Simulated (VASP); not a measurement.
Set up this calculation in VASP 6.6.1, as the native input.

```yaml
Task: single point
Functional: PBEsol
Potentials_or_basis: VASP PAW PBE potentials, release 64 (Be, Al)
Cutoff: 520 eV
k_mesh: 4 × 4 × 1
Occupations: gaussian, width 0.05 eV
Spin: no spin polarisation
Dipole_correction: no
Further_INCAR_settings: ALGO = Normal; EDIFF = 1e-07; NBANDS = 26
```

The structure of Be12Al lies in POSCAR:

```
Be12Al
1.0
    4.5800000000      0.0000000000      0.0000000000
    2.2900000000      3.9663960000      0.0000000000
    0.0000000000      0.0000000000     14.5884300000
Be Al
12 1
Direct
    0.0000000000      0.0000000000      0.0685474722
    0.5000000000      0.0000000000      0.0685474722
    0.0000000000      0.5000000000      0.0685474722
    0.5000000000      0.5000000000      0.0685474722
   -0.1614906948      0.3322953633      0.1902132032
    0.3308147755      0.3315145538      0.1903217139
   -0.1677583991      0.8332539161      0.1920776944
    0.3324001668      0.8354092733      0.1893403882
   -0.0009277422      0.0010790652      0.3138045698
    0.4997133903     -0.0004883527      0.3172023309
    0.0005388190      0.5014625368      0.3171897867
    0.5046211725      0.4959323275      0.3062210944
    0.3360326548      0.6747949524      0.4598147299
```

The cell was built by a generator and needn't be a form met in nature.

These files were run (other wordings do the same):

INCAR

```
  ALGO = Normal
  EDIFF = 1E-7
  ENCUT = 520
  GGA = PS
  ISIF = 2
  ISMEAR = 0
  LASPH = True
  LCHARG = False
  LREAL = False
  LWAVE = False
  NBANDS = 26
  NELM = 100
  PREC = Accurate
  SIGMA = 0.05
```

KPOINTS

```
k-points
0
Gamma
  4 4 1
```

Potentials or basis: VASP PAW PBE potentials, release 64 (Be, Al).

The run is started by

```bash
$ cat potpaw_PBE.64/Be/POTCAR potpaw_PBE.64/Al/POTCAR > POTCAR
$ mpirun -np 1 vasp_std > vasp.out
```

Results of the run:

The largest force is 0.123 eV/Å. The band gap on the k mesh is none (metal or under the smearing width).

Caveat: the k mesh is coarse (spacing up to 0.40 Å⁻¹), so the values aren't converged; the PAW data sets were made with another functional, which shifts forces and pressure a little.

Wall time 93 s on 1 thread of Intel(R) Xeon(R) Platinum 8259CL CPU @ 2.50GHz (Skylake/Cascade Lake), on a shared host, peak memory 0.37 GiB.
